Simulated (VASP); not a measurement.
# Cl in VASP: notebook, part 2 of 2

VASP 6.6.1. The steps go on from the part before.

## Step 4: Molecular dynamics, PBE+D3(BJ)

Input file INCAR:

```
SYSTEM = Cl
PREC = Accurate ; ENCUT = 520
EDIFF = 1E-5 ; ISMEAR = -1
SIGMA = 0.05 ; LREAL = Auto
LASPH = .TRUE. ; NELM = 100
ALGO = Normal ; ISIF = 2
LWAVE = .FALSE. ; LCHARG = .FALSE.
GGA = PE ; IVDW = 12
IBRION = 0 ; NSW = 40
POTIM = 2.0 ; TEBEG = 1500.0
TEEND = 1500.0 ; ISYM = 0
NELMIN = 4 ; RANDOM_SEED = 936881 0 0
MDALGO = 3 ; LANGEVIN_GAMMA = 20
```

Input file KPOINTS:

```
Automatic mesh
0
G
  1 1 1
  0 0 0
```

Input file POSCAR:

```
Cl
1.0
    8.4343270000      0.0000000000      0.0000000000
    0.0000000000      8.4343270000      0.0000000000
    0.0000000000      0.0000000000      8.4343270000
Cl
16
Direct
    0.3913323800      0.7035970200      0.7575369900
    0.3598451900      0.6797984200      0.5179688600
    0.9608892200      0.2646123700      0.8391806600
    0.9814839800      0.2740792800      0.5978595500
    0.1713467800      0.4938500400      0.0203262100
    0.3226308400      0.6496299200      0.1279236700
    0.4348850800      0.2667775300      0.7803643200
    0.5755702900      0.0854942400      0.7102084300
    0.5352570500      0.8824061400      0.2691611300
    0.5963813300      0.9595462600      0.0476828300
    0.1807088100      0.0520296000      0.2457861900
   -0.0047230700      0.2059692100      0.2349754800
    0.7649932000      0.7728072400      0.6306383000
    0.9438010000      0.8128277900      0.4764423600
    0.5765070700      0.3107376900      0.3268324400
    0.7296326500      0.4475650400      0.2066044700
```

Command:

```sh
> cat potpaw_PBE.64/Cl/POTCAR > POTCAR
> mpirun -np 1 vasp_gam > vasp.out
```

Wall time 14 min (1 thread of Intel Xeon 6975P-C (Granite Rapids), shared host); peak memory 0.63 GiB.

The run converged. Its results:

* Dispersion energy per atom: -0.112 eV

## Step 5: Single point, PBE+D3(BJ)

Input file INCAR:

```
SYSTEM = Cl
PREC = Accurate
ENCUT = 520
EDIFF = 1E-6
ISMEAR = -1
SIGMA = 0.05
LREAL = Auto
LASPH = .True.
NELM = 100
ALGO = Fast
ISIF = 2
LWAVE = .False.
LCHARG = .False.
GGA = PE
IVDW = 12
NBANDS = 70
```

Input file KPOINTS:

```
regular mesh
0
Gamma
  1 1 1
  0 0 0
```

Input file POSCAR:

```
Cl
1.0
    8.4343270000      0.0000000000      0.0000000000
    0.0000000000      8.4343270000      0.0000000000
    0.0000000000      0.0000000000      8.4343270000
Cl
16
Direct
    0.1344268488      0.7159077423      0.8583376006
    0.2723868781      0.8249857991      0.6792006049
    0.8978428273      0.1070032025      0.8800109363
    0.9175124465      0.2787537168      0.6880454125
    0.0883413697      0.4870335238      0.2171483273
    0.2675257907      0.6154966484      0.3018616660
    0.4123269112      0.3058216737      0.7580806388
    0.4684783979      0.0721456496      0.7754382774
    0.5584440821      0.9461454364      0.3247680580
    0.5399838067      1.0405809497      0.0989409113
    0.1719402153     -0.0146188309      0.1887880325
   -0.0468324266     -0.0550369935      0.1687152988
    0.8427465523      0.7065412569      0.6188875532
    0.9527256887      0.9122838135      0.5243809020
    0.5390471581      0.3519901469      0.2701460354
    0.6519785159      0.4416712798      0.0680552224
```

Command:

```sh
> cat potpaw_PBE.64/Cl/POTCAR > POTCAR
> mpirun -np 1 vasp_gam > vasp.out
```

Run time: 48 s. Hardware: 1 thread of Intel Xeon 6975P-C (Granite Rapids), shared host; peak memory 0.5 GiB.

Results (log left out):

```
Free energy                : -29.2406 eV
Pressure                   : -0.3 GPa
Largest force              : 2.831 eV/Å
Band gap on the k mesh     : 1.56 eV, direct
Dispersion energy per atom : -0.112 eV
```

Forces in eV/Å, atoms in the order of the input:
```
Cl   1.188  0.515 -0.990
Cl  -0.752 -1.401  1.316
Cl   0.370  1.173 -0.943
Cl  -0.218 -0.926  0.941
Cl  -0.052 -0.080 -0.063
Cl  -0.188  0.127  0.052
Cl   0.146 -0.331 -0.107
Cl   0.253  1.148 -0.043
Cl  -0.068  0.304 -0.275
Cl  -0.003 -1.158  0.224
Cl   2.493  0.758  0.122
Cl  -2.694 -0.443 -0.748
Cl   0.466  1.266 -0.868
Cl  -1.266 -1.381  0.969
Cl   0.983  0.916 -0.950
Cl  -0.657 -0.487  1.362
```

Stress tensor (GPa, compression positive):
```
 1.11 -0.30  1.45
-0.30 -0.72  1.67
 1.45  1.67 -1.40
```

Levels at points of the mesh, in eV from the valence-band top:
```
           k point  band 52  band 53  band 54  band 55  band 56  band 57  band 58  band 59  band 60  band 61
(0.00, 0.00, 0.00)    -0.39    -0.33    -0.22    -0.15     0.00     1.56     1.68     1.83     2.00     2.08
```

## Step 6: Single point, PBE+D3(BJ)

Input file INCAR:

```
  PREC = Accurate
  ENCUT = 520
  EDIFF = 1E-6
  ISMEAR = -1
  SIGMA = 0.05
  LREAL = Auto
  LASPH = True
  NELM = 100
  ALGO = Normal
  ISIF = 2
  LWAVE = False
  LCHARG = False
  GGA = PE
  IVDW = 12
  NBANDS = 70
```

Input file KPOINTS:

```
regular mesh
0
Gamma
  1 1 1
```

Input file POSCAR:

```
Cl
1.0
    8.4343270000      0.0000000000      0.0000000000
    0.0000000000      8.4343270000      0.0000000000
    0.0000000000      0.0000000000      8.4343270000
Cl
16
Direct
    0.2222109719      0.5663403850      1.0082843599
    0.2861757672      0.6486587489      0.7382094624
    0.7224761383      0.1711695551      0.8098452906
    0.8378380397      0.2876340934      0.6370277083
    0.0319053316      0.3309333394      0.4023676104
    0.1756038152      0.4973722266      0.3051577203
    0.2799512042      0.3183419377      0.7467934312
    0.2577561909      0.0434178092      0.6894563135
    0.5057783508      1.0310603324      0.2957556661
    0.5450345949      0.8367116902      0.1493539437
    0.1162274121     -0.0600759254     -0.0312769472
   -0.1247165304     -0.1024503793      0.0644983293
    0.9152716038      0.8463627270      0.6431692772
    0.9115012970      0.8371503737      0.3835397892
    0.5083274575      0.3531639217      0.1080702705
    0.5970956545      0.4980243237     -0.0666680341
```

Potentials or basis: VASP PAW PBE potentials, release 64 (Cl).

Command:

```sh
> cat potpaw_PBE.64/Cl/POTCAR > POTCAR
> mpirun -np 1 vasp_gam > vasp.out
```

OUTCAR:

```text
PREC = Accurate
   ENCUT = 520
   EDIFF = 1E-6
   ISMEAR = -1
   LREAL = Auto
   LASPH = True
   NELM = 100
   ISIF = 2
   GGA = PE
   IVDW = 12
 IVDW          = 12

 ion  position               nearest neighbor table
   1  0.222  0.566  0.008-   2 2.44   6 2.60
   2  0.286  0.649  0.738-   1 2.44
   3  0.722  0.171  0.810-   4 2.01
[... 290 lines left out ...]
  -------------------------------------------------------------------------------------
  Total      -0.28782    -8.46252   -10.95635    -2.64904     0.90866     2.40606
  in kB      -0.76856   -22.59743   -29.25669    -7.07371     2.42638     6.42489
  external pressure =      -17.54 kB  Pullay stress =        0.00 kB

 VOLUME and BASIS-vectors are now :
 -----------------------------------------------------------------------------
  energy-cutoff  :      520.00
  volume of cell :      600.00
      direct lattice vectors                 reciprocal lattice vectors
     8.434327000  0.000000000  0.000000000     0.118563105  0.000000000  0.000000000
     0.000000000  8.434327000  0.000000000     0.000000000  0.118563105  0.000000000
     0.000000000  0.000000000  8.434327000     0.000000000  0.000000000  0.118563105

 POSITION                                       TOTAL-FORCE (eV/Angst)
 -----------------------------------------------------------------------------------
      1.87420      4.77670      0.06987        -0.331900      0.492335     -0.768741
      2.41370      5.47100      6.22630        -0.507999     -0.676256      1.162021
      6.09360      1.44370      6.83050         0.156396     -0.233445     -0.364306
      7.06660      2.42600      5.37290        -0.308094      0.155534      0.366733
      0.26910      2.79120      3.39370         0.210530     -0.089161     -0.431210
      1.48110      4.19500      2.57380         0.146735      0.321490     -0.167222
[... 8 lines left out ...]
      4.28740      2.97870      0.91150         0.868186      0.286147     -0.723577
      5.03610      4.20050      7.87203        -0.199106     -0.120282      1.091048
 -----------------------------------------------------------------------------------
    total drift:                               -0.003767     -0.004409      0.001497

  FREE ENERGIE OF THE ION-ELECTRON SYSTEM (eV)
  ---------------------------------------------------
  free  energy   TOTEN  =       -28.9809990772 eV

  energy  without entropy=      -28.9651771697  energy(sigma->0) =      -28.97308812
```

OSZICAR:

```text
N       E                     dE             d eps       ncg     rms          rms(c)
DAV:   1     0.117897482859E+04    0.11790E+04   -0.52203E+04   140   0.140E+03
DAV:   2     0.117139358023E+03   -0.10618E+04   -0.10322E+04   208   0.273E+02
DAV:   3    -0.257734866309E+02   -0.14291E+03   -0.14080E+03   160   0.113E+02
DAV:   4    -0.294417782732E+02   -0.36683E+01   -0.36399E+01   160   0.222E+01
DAV:   5    -0.295444017270E+02   -0.10262E+00   -0.10262E+00   176   0.371E+00    0.263E+01
DAV:   6    -0.277700418534E+02    0.17744E+01   -0.10889E+00   176   0.516E+00    0.170E+01
DAV:   7    -0.272476411957E+02    0.52240E+00   -0.28616E+00   160   0.627E+00    0.309E+00
DAV:   8    -0.271981511770E+02    0.49490E-01   -0.27610E-01   160   0.248E+00    0.163E+00
DAV:   9    -0.271815905108E+02    0.16561E-01   -0.47759E-02   160   0.966E-01    0.791E-01
DAV:  10    -0.271788624784E+02    0.27280E-02   -0.15771E-02   160   0.483E-01    0.304E-01
DAV:  11    -0.271783372781E+02    0.52520E-03   -0.18484E-03   152   0.185E-01    0.192E-01
DAV:  12    -0.271781374162E+02    0.19986E-03   -0.58669E-04   176   0.990E-02    0.772E-02
DAV:  13    -0.271780893910E+02    0.48025E-04   -0.17463E-04   168   0.574E-02    0.387E-02
DAV:  14    -0.271780644667E+02    0.24924E-04   -0.53572E-05   168   0.374E-02    0.264E-02
DAV:  15    -0.271780577149E+02    0.67518E-05   -0.23664E-05   176   0.200E-02    0.138E-02
DAV:  16    -0.271780554853E+02    0.22297E-05   -0.28081E-06   120   0.679E-03    0.721E-03
DAV:  17    -0.271780541539E+02    0.13313E-05   -0.99994E-07    96   0.444E-03    0.249E-03
DAV:  18    -0.271780538205E+02    0.33345E-06   -0.51897E-07    88   0.262E-03
   1 F= -.28980999E+02 E0= -.28973088E+02  d E =-.158219E-01
```

Wall time 54 s (1 thread of Intel Xeon 6975P-C (Granite Rapids), shared host); peak memory 0.49 GiB.

What came out:

| Item | Value |
| --- | --- |
| Free energy | -28.9810 eV |
| Pressure | -1.8 GPa |
| Largest force | 1.929 eV/Å |
| Band gap on the k mesh | 0.42 eV, direct |
| Dispersion energy per atom | -0.113 eV |

Forces on the atoms (eV/Å):
```
Cl  -0.332  0.492 -0.769
Cl  -0.508 -0.676  1.162
Cl   0.156 -0.233 -0.364
Cl  -0.308  0.156  0.367
Cl   0.211 -0.089 -0.431
Cl   0.147  0.321 -0.167
Cl  -0.149 -1.621 -1.036
Cl   0.725  1.610  0.528
Cl   0.137 -0.994 -0.521
Cl  -0.283  0.919  0.512
Cl  -1.581  0.149  0.755
Cl   1.429 -0.254 -0.391
Cl  -0.307 -0.302 -1.389
Cl  -0.005  0.357  1.377
Cl   0.868  0.286 -0.724
Cl  -0.199 -0.120  1.091
```

Stress tensor (GPa, compression positive):
```
-0.08 -0.71  0.64
-0.71 -2.26  0.24
 0.64  0.24 -2.93
```

Levels at points of the mesh, in eV from the valence-band top:
```
           k point  band 53  band 54  band 55  band 56  band 57  band 58  band 59  band 60
(0.00, 0.00, 0.00)    -0.44    -0.23    -0.14     0.00     0.42     1.42     1.54     1.69
```

## Step 7: Single point, PBE+D3(BJ)

Input file INCAR:

```
SYSTEM = Cl
PREC     = Accurate       ! precision mode
ENCUT    = 520            ! plane-wave cutoff, eV
EDIFF    = 1E-6           ! SCF threshold, eV
ISMEAR   = -1             ! smearing method
SIGMA    = 0.05           ! smearing width, eV
LREAL    = Auto         
LASPH    = .True.         ! aspherical terms in the spheres
NELM     = 100            ! most SCF steps
ALGO     = Normal         ! electronic algorithm
ISIF     = 2              ! what is computed and relaxed
LWAVE    = .False.        ! write WAVECAR
LCHARG   = .False.        ! write CHGCAR
GGA      = PE             ! functional
IVDW     = 12             ! dispersion correction
NBANDS   = 70             ! bands
```

Input file KPOINTS:

```
Automatic mesh
0
Gamma
  1 1 1
  0 0 0
```

Input file POSCAR:

```
Cl
1.0
    8.4343270000      0.0000000000      0.0000000000
    0.0000000000      8.4343270000      0.0000000000
    0.0000000000      0.0000000000      8.4343270000
Cl
16
Direct
    0.3156031299      0.5605426491      0.8349450999
    0.4401418157      0.7388141342      0.7682059280
    0.8537847774      0.1437577651      0.7052607754
    0.9555356343      0.3592699216      0.7578790815
    0.0439394868      0.4381143866      0.1649805610
    0.1645300212      0.5103904556      0.3483028344
    0.3191481668      0.2073668711      0.7891323161
    0.2933725477      0.1607952834      0.5665537985
    0.5156783701      0.9652103837      0.2930287147
    0.5527174842      0.7449438467      0.1965657722
    0.0570881352      0.0043631223      0.0471169780
    0.0164328464     -0.1736712366     -0.1031854705
    0.9217095804      0.8075095974      0.5224838923
    0.9598987566      0.9015064272      0.3135282756
    0.5906932468      0.2740704741      0.1619097766
    0.6190061163      0.5012610965      0.0674742632
```

Command:

```sh
> cat potpaw_PBE.64/Cl/POTCAR > POTCAR
> mpirun -np 1 vasp_gam > vasp.out
```

Run time: 40 s. Hardware: 1 thread of Intel Xeon 6975P-C (Granite Rapids), shared host; peak memory 0.49 GiB.

The run converged. Its results:

```
Free energy                : -30.0633 eV
Pressure                   : 1.2 GPa
Largest force              : 1.812 eV/Å
Band gap on the k mesh     : 1.59 eV, direct
Dispersion energy per atom : -0.110 eV
```

Forces in eV/Å, atoms in the order of the input:
```
Cl  -1.004 -1.150  0.212
Cl   0.879  1.516 -0.460
Cl   0.342  0.879  0.086
Cl  -0.573 -0.580 -0.178
Cl  -0.469 -0.369 -0.816
Cl   0.528  0.259  0.702
Cl   0.452 -0.273  1.329
Cl  -0.197 -0.250 -1.295
Cl  -0.167  0.628  0.287
Cl  -0.102  0.119  0.435
Cl   0.232  0.519 -0.501
Cl   0.059 -0.054  0.117
Cl  -0.623 -0.629  1.146
Cl   0.209  0.158 -0.502
Cl  -0.023  0.051 -0.290
Cl   0.457 -0.823 -0.273
```

Stress tensor (GPa, compression positive):
```
 0.57  0.13 -0.10
 0.13  0.68 -0.11
-0.10 -0.11  2.22
```

Levels at points of the mesh, in eV from the valence-band top:
```csv
k point,band 52,band 53,band 54,band 55,band 56,band 57,band 58,band 59,band 60,band 61
"(0.00, 0.00, 0.00)",-0.32,-0.18,-0.15,-0.12,0.00,1.59,2.04,2.31,3.00,3.04
```
